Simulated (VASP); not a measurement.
Consider the following.

```yaml
crystal:
  lattice:
    - [5.84350, 0.00000, 0.00000]
    - [0.00000, 3.78673, 0.00000]
    - [0.00000, 0.00000, 6.20446]
  atoms:
    - { symbol: Ge, position: [0.81393, 0.75000, 0.58801] }
    - { symbol: Ge, position: [0.18607, 0.25000, 0.41199] }
    - { symbol: Ge, position: [0.68607, 0.25000, 0.08801] }
    - { symbol: Ge, position: [0.31393, 0.75000, 0.91199] }
    - { symbol: Pt, position: [0.00185, 0.75000, 0.19271] }
    - { symbol: Pt, position: [0.99815, 0.25000, 0.80729] }
    - { symbol: Pt, position: [0.49815, 0.25000, 0.69271] }
    - { symbol: Pt, position: [0.50185, 0.75000, 0.30729] }
```

These are PBE GGA, VASP's PBE PAW potentials (set 64) (plane waves; VASP) values and carry that method's errors. Run with 300 eV cut-off, 3×5×3 Γ-centred mesh, Gaussian smearing of 0.27 eV, potentials Ge_d Pt.

Task: Give the energies of bands 41 to 54 at the high-symmetry points, in eV from the Fermi level.

Result: 
```json
[
 {"band": "41", "Γ": "-2.75", "X": "-3.09", "S": "-2.69", "Y": "-2.84", "Z": "-2.65", "U": "-2.83", "R": "-2.75", "T": "-2.80"},
 {"band": "42", "Γ": "-2.74", "X": "-3.09", "S": "-2.69", "Y": "-2.84", "Z": "-2.65", "U": "-2.83", "R": "-2.75", "T": "-2.80"},
 {"band": "43", "Γ": "-2.59", "X": "-2.46", "S": "-2.69", "Y": "-2.44", "Z": "-2.64", "U": "-2.63", "R": "-2.75", "T": "-2.49"},
 {"band": "44", "Γ": "-2.46", "X": "-2.46", "S": "-2.69", "Y": "-2.44", "Z": "-2.64", "U": "-2.63", "R": "-2.75", "T": "-2.49"},
 {"band": "45", "Γ": "-2.23", "X": "-2.26", "S": "-1.72", "Y": "-2.34", "Z": "-1.65", "U": "-1.23", "R": "-2.27", "T": "-2.28"},
 {"band": "46", "Γ": "-1.30", "X": "-2.26", "S": "-1.72", "Y": "-2.34", "Z": "-1.65", "U": "-1.23", "R": "-2.27", "T": "-2.28"},
 {"band": "47", "Γ": "-1.28", "X": "-0.01", "S": "-1.72", "Y": "-1.43", "Z": "0.03", "U": "0.76", "R": "-2.27", "T": "-1.96"},
 {"band": "48", "Γ": "-0.81", "X": "-0.01", "S": "-1.72", "Y": "-1.43", "Z": "0.03", "U": "0.76", "R": "-2.27", "T": "-1.96"},
 {"band": "49", "Γ": "0.70", "X": "1.34", "S": "0.56", "Y": "-0.11", "Z": "1.09", "U": "1.71", "R": "2.38", "T": "0.53"},
 {"band": "50", "Γ": "0.74", "X": "1.34", "S": "0.56", "Y": "-0.11", "Z": "1.09", "U": "1.71", "R": "2.38", "T": "0.53"},
 {"band": "51", "Γ": "2.95", "X": "2.22", "S": "0.56", "Y": "2.00", "Z": "1.77", "U": "2.60", "R": "2.38", "T": "0.92"},
 {"band": "52", "Γ": "3.18", "X": "2.22", "S": "0.56", "Y": "2.00", "Z": "1.77", "U": "2.60", "R": "2.38", "T": "0.92"},
 {"band": "53", "Γ": "3.36", "X": "3.97", "S": "4.05", "Y": "2.12", "Z": "4.08", "U": "2.63", "R": "3.01", "T": "1.73"},
 {"band": "54", "Γ": "3.69", "X": "3.97", "S": "4.05", "Y": "2.12", "Z": "4.08", "U": "2.63", "R": "3.01", "T": "1.73"}
]
```

It has no gap at this level: it comes out as a metal or semimetal.

The structure comes from a computed database's GePt entry; how it stands against other phases isn't given here. The cell was not relaxed at this level. The k-mesh is coarse (spacing up to 0.36 per Å, 2π included), so the numbers may not be converged in it.
